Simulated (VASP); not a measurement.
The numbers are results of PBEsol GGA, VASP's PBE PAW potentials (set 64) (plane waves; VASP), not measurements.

VASP ran on this input.

**INCAR**
```
SYSTEM = YGe2
PREC = Accurate
ENCUT = 400
EDIFF = 1E-6
NELM = 100
ALGO = Normal
LREAL = .FALSE.
LASPH = .TRUE.
ISMEAR = 1
SIGMA = 0.1
GGA = PS
LMAXMIX = 4
LWAVE = .FALSE.
LCHARG = .FALSE.
IBRION = 2
ISIF = 3
NSW = 60
EDIFFG = -0.02
```

**KPOINTS**
```
K-points
0
Gamma
 11 11 11
0 0 0
```

### POSCAR
```
YGe2
1
   -1.7499414992     1.7499414992     4.9526605773
    1.7499414992    -1.7499414992     4.9526605773
    1.7499414992     1.7499414992    -4.9526605773
Y Ge
1 2
Direct
  0.0000000000   0.0000000000   0.0000000000
  0.3051246120   0.3051246120   0.0000000000
  0.6948753880   0.6948753880   0.0000000000
```

POTCAR, in this order: Y_sv Ge_d (PBE.64 set). Program: vasp_std.

**Question.** What will the output report for the number of irreducible k-points (NKPTS), number of bands (NBANDS), largest plane-wave count, number of space-group operations, FFT grid (NGX, NGY, NGZ)?

**Answer.** 
| Item | Value |
|---|---|
| number of irreducible k-points (NKPTS) | 126 |
| number of bands (NBANDS) | 23 |
| largest plane-wave count | 1116 |
| number of space-group operations | 16 |
| FFT grid (NGX, NGY, NGZ) | 36 × 36 × 36 |

The structure was generated: YGe2 was put into the MoSi2 type (I4/mmm), which need not be its known phase. This run relaxes it. Symmetry was kept, so distortions that lower it aren't found. The start is the result of an earlier pass. The electron count is odd and the run is not spin-polarised, which forces a metal.
